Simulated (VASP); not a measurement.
```
CELL_PARAMETERS angstrom
      0.00000     1.90000     1.90000
      1.90000     0.00000     1.90000
      1.90000     1.90000     0.00000
ATOMIC_POSITIONS crystal
  Rh 0.00000 0.00000 0.00000
```

The base run (VASP): PBE GGA, plane waves, VASP's PBE PAW potentials (set 64). Settings: 400 eV cut-off, 15×15×15 Γ-centred mesh, first-order Methfessel-Paxton smearing of 0.10 eV, potentials Rh_pv.

The base run took about 20 core-seconds. The timings are rough (shared machines, no repeats); factors under 2 mean little.

The base run's pressure lies -1.38 GPa from that at 775 eV (Pulay error).

```csv
setting,cost over the base run,electronic steps,pressure (GPa)
GGA = RP,within a factor of 2,11,9.79
GGA = AM,within a factor of 2,11,-7.52
GGA = 91,within a factor of 2,11,6.55
base run,reference,11,5.05
IVDW = 13,within a factor of 2,11,-3.92
"AGGAC = 0.0, GGA = BO, LUSE_VDW = .TRUE., PARAM1 = 0.1833333333, PARAM2 = 0.22",within a factor of 2,11,5.35
"GGA removed, LMIXTAU = .TRUE., METAGGA = SCAN",about 5 times,16,-4.89
```

Left out are runs that failed, have no time on record or changed the cell.

The compound is Rh in the fcc structure. The cell was not relaxed at this level.
